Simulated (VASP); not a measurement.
Given:

```
Al2Au
1.0
    0.00000     3.02792     3.02792
    3.02792     0.00000     3.02792
    3.02792     3.02792     0.00000
Al Au
2 1
Cartesian
  1.51396   1.51396   1.51396
  4.54188   4.54188   4.54188
  0.00000   0.00000   0.00000
```

These are PBE GGA, VASP's PBE PAW potentials (set 64) (plane waves; VASP 6.6.1) values and carry that method's errors. Settings: 480 eV cut-off, 8×8×8 Γ-centred mesh, first-order Methfessel-Paxton smearing of 0.10 eV, potentials Al Au.

Energy and stress use the plane-wave basis of the starting cell.

The ions, cell shape and volume at an external pressure of 20.0 GPa are relaxed. Give the cell that the relaxation ends in.

```
Al2Au
1.0
    0.00000     2.89182     2.89182
    2.89182     0.00000     2.89182
    2.89182     2.89182     0.00000
Al Au
2 1
Direct
  0.25000   0.25000   0.25000
  0.75000   0.75000   0.75000
  0.00000   0.00000   0.00000
```
Space group Fm-3m (225), at a tolerance of 0.03 Å.

How do energy and volume change from the first to the last step?

The energy (σ→0) changes by +128.9 meV/atom and the volume by -12.9 %, in 7 ionic steps.

The compound is AuAl2 in the fluorite structure. This run relaxes it under an external pressure of 20 GPa. Symmetry was kept, so distortions that lower it aren't found. The electron count is odd and the run is not spin-polarised, which forces a metal.
